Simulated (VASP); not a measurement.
Given:

```
CELL_PARAMETERS angstrom
      0.00000     2.96052     2.96052
      2.96052     0.00000     2.96052
      2.96052     2.96052     0.00000
ATOMIC_POSITIONS crystal
  Cd 0.00000 0.00000 0.00000
  S  0.25000 0.25000 0.25000
```

The numbers are results of PBE GGA, VASP's PBE PAW potentials (set 64) (plane waves; VASP), not measurements. Settings: 400 eV cut-off, 14×14×14 Γ-centred mesh, Gaussian smearing of 0.010 eV, potentials Cd S.

**Question.** Estimate the energy per atom (σ→0), band gap (on the k-mesh) with the smallest direct gap where there is one.

**Answer.** 
| Quantity | Value |
|---|---|
| band gap (on the k-mesh) | 1.05 eV |
| smallest direct gap (on the k-mesh) | 1.05 eV |
| energy per atom (σ→0) | -3.072 eV/atom |

The compound is CdS in the zinc blende structure, a metastable form; wurtzite is the usual one. It was relaxed first, which changed the volume by +5 %.
